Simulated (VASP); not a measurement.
These are LDA (Ceperley-Alder, Perdew-Zunger), VASP's LDA PAW potentials (set 64) (plane waves; VASP) values and carry that method's errors.

The input files of a VASP run:

POSCAR:
```
AuZn
1
    3.1500000000     0.0000000000     0.0000000000
    0.0000000000     3.1500000000     0.0000000000
    0.0000000000     0.0000000000     3.1500000000
Zn Au
1 1
Direct
  0.5000000000   0.5000000000   0.5000000000
  0.0000000000   0.0000000000   0.0000000000
```

**INCAR**
```
SYSTEM = AuZn
PREC = Accurate
ENCUT = 520
EDIFF = 1E-6
NELM = 100
ALGO = Normal
LREAL = .FALSE.
LASPH = .TRUE.
ISMEAR = 1
SIGMA = 0.1
LMAXMIX = 6
LWAVE = .FALSE.
LCHARG = .FALSE.
IBRION = 2
ISIF = 3
NSW = 60
EDIFFG = -0.01
```

KPOINTS:
```
kpoints
0
Gamma
 10 10 10
0 0 0
```

POTCAR, in this order: Zn Au (LDA.64 set). Program: vasp_std.

The run wrote:

File OSZICAR:
```
       N       E                     dE             d eps       ncg     rms          rms(c)
DAV:   1     0.125030998884E+03    0.12503E+03   -0.11802E+04  1728   0.197E+03
DAV:   2    -0.311267574451E+01   -0.12814E+03   -0.12414E+03  1792   0.346E+02
DAV:   3    -0.724929893478E+01   -0.41366E+01   -0.41223E+01  1988   0.706E+01
DAV:   4    -0.727616965216E+01   -0.26871E-01   -0.26868E-01  1953   0.502E+00
DAV:   5    -0.727646142500E+01   -0.29177E-03   -0.29177E-03  2051   0.538E-01    0.863E+00
DAV:   6    -0.677360508106E+01    0.50286E+00   -0.17625E+00  1743   0.160E+01    0.539E+00
DAV:   7    -0.674091300792E+01    0.32692E-01   -0.36490E-02  2328   0.425E+00    0.287E+00
DAV:   8    -0.672936963315E+01    0.11543E-01   -0.11211E-02  2011   0.127E+00    0.143E-01
DAV:   9    -0.672937892294E+01   -0.92898E-05   -0.45121E-04  1966   0.290E-01    0.701E-02
DAV:  10    -0.672937450617E+01    0.44168E-05   -0.46364E-05  2045   0.106E-01    0.168E-02
DAV:  11    -0.672937353907E+01    0.96710E-06   -0.78024E-06  1862   0.675E-02
   1 F= -.67293735E+01 E0= -.67293446E+01  d E =-.672937E+01
       N       E                     dE             d eps       ncg     rms          rms(c)
DAV:   1    -0.973148314358E+01   -0.30021E+01   -0.41793E+01  1764   0.115E+02    0.121E+01
DAV:   2    -0.694151627841E+01    0.27900E+01   -0.10423E+01  1820   0.968E+01    0.341E+00
DAV:   3    -0.678692033923E+01    0.15460E+00   -0.91944E-01  1988   0.220E+01    0.236E+00
DAV:   4    -0.675311100464E+01    0.33809E-01   -0.35343E-02  2478   0.651E+00    0.154E+00
DAV:   5    -0.672328561152E+01    0.29825E-01   -0.26886E-02  2496   0.592E+00    0.174E-01
DAV:   6    -0.672331161557E+01   -0.26004E-04   -0.53016E-03  1917   0.118E+00    0.600E-02
DAV:   7    -0.672334441110E+01   -0.32796E-04   -0.24165E-04  1855   0.161E-01    0.220E-02
DAV:   8    -0.672333933623E+01    0.50749E-05   -0.28995E-05  1959   0.703E-02    0.337E-03
DAV:   9    -0.672333953796E+01   -0.20173E-06   -0.81896E-07   920   0.109E-02
   2 F= -.67233395E+01 E0= -.67233611E+01  d E =0.603400E-02
       N       E                     dE             d eps       ncg     rms          rms(c)
DAV:   1    -0.749173578043E+01   -0.76840E+00   -0.11103E+01  1687   0.679E+01    0.561E+00
DAV:   2    -0.682719891064E+01    0.66454E+00   -0.20198E+00  1960   0.296E+01    0.231E+00
DAV:   3    -0.677816437035E+01    0.49035E-01   -0.96244E-02  1894   0.371E+00    0.148E+00
DAV:   4    -0.676343876237E+01    0.14726E-01   -0.11538E-02  2490   0.266E+00    0.311E-01
DAV:   5    -0.676220723030E+01    0.12315E-02   -0.23964E-03  1816   0.614E-01    0.386E-02
DAV:   6    -0.676221552291E+01   -0.82926E-05   -0.12398E-04  1757   0.102E-01    0.210E-02
DAV:   7    -0.676221629445E+01   -0.77154E-06   -0.15620E-05  2544   0.136E-01    0.281E-03
DAV:   8    -0.676221638121E+01   -0.86765E-07   -0.30307E-06  1243   0.335E-02
   3 F= -.67622164E+01 E0= -.67621990E+01  d E =-.328428E-01
```

### OUTCAR
```
------------------------ aborting loop because EDIFF is reached ----------------------------------------
  FORCE on cell =-STRESS in cart. coord.  units (eV):
  Direction    XX          YY          ZZ          XY          YZ          ZX
  --------------------------------------------------------------------------------------
  Total       -0.0138964     -0.0138964     -0.0138964      0.0000000      0.0000000     -0.0000000
  in kB       -0.7471826     -0.7471826     -0.7471826      0.0000000      0.0000000     -0.0000000
  external PRESSURE =      -0.7471826 kB  Pullay stress =       0.0000000 kB
  volume of cell :       29.80
      direct lattice vectors                 reciprocal lattice vectors
     3.100237681  0.000000000  0.000000000     0.322555914  0.000000000  0.000000000
    -0.000000000  3.100237681  0.000000000    -0.000000000  0.322555914  0.000000000
    -0.000000000 -0.000000000  3.100237681    -0.000000000 -0.000000000  0.322555914
 POSITION                                       TOTAL-FORCE (eV/Angst)
 -----------------------------------------------------------------------------------
      1.55012      1.55012      1.55012        -0.000000     -0.000000      0.000000
      0.00000      0.00000      0.00000         0.000000      0.000000      0.000000
 -----------------------------------------------------------------------------------
    total drift:                                0.000000      0.000000     -0.000000
  FREE ENERGIE OF THE ION-ELECTRON SYSTEM (eV)
  ---------------------------------------------------
  free  energy   TOTEN  =        -6.7622163812 eV

  energy  without entropy=       -6.7621641358  energy(sigma->0) =       -6.76219897

 reached required accuracy - stopping structural energy minimisation
```
(Selected blocks of OUTCAR.)

CONTCAR:
```
AuZn
   1.00000000000000
     3.1002376805596006    0.0000000000000000    0.0000000000000000
    -0.0000000000000000    3.1002376805596006    0.0000000000000000
    -0.0000000000000000   -0.0000000000000000    3.1002376805596006
  Zn              Au
     1     1
Direct
     0.5000000000000000    0.5000000000000000    0.5000000000000000
     0.0000000000000000    0.0000000000000000    0.0000000000000000
```

Energy and stress use the plane-wave basis of the starting cell.

The compound is AuZn in the CsCl type structure. This run relaxes it. Symmetry was kept, so distortions that lower it aren't found. The electron count is odd and the run is not spin-polarised, which forces a metal.
